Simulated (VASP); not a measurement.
# TaN (relaxed from the zinc blende structure, space group F-43m): computed properties

All values below come from PBEsol GGA, VASP's PBE PAW potentials (set 64) (plane waves; VASP 6.6.1).

```json
{
 "space_group": "F-43m (216)",
 "cell": "a = b = c = 4.718 Å, α = β = γ = 90.00°",
 "volume_per_atom": "13.13 Å^3/atom",
 "band gap (over mesh and band path)": "none (metal, semimetal or under 0.01 eV)",
 "density": "12.33 g/cm³"
}
```

```
TaN
1.0
    0.00000     2.35891     2.35891
    2.35891     0.00000     2.35891
    2.35891     2.35891     0.00000
Ta N
1 1
Direct
  0.00000   0.00000   0.00000
  0.25000   0.25000   0.25000
```

Unless said otherwise, spin-orbit coupling is left out, though it shifts the bands of the heavy elements here.

The structure was generated: TaN was put into the zinc blende type (F-43m), which need not be its known phase. It was relaxed first, which changed the volume by -39 %. Symmetry was kept, so distortions that lower it aren't found.
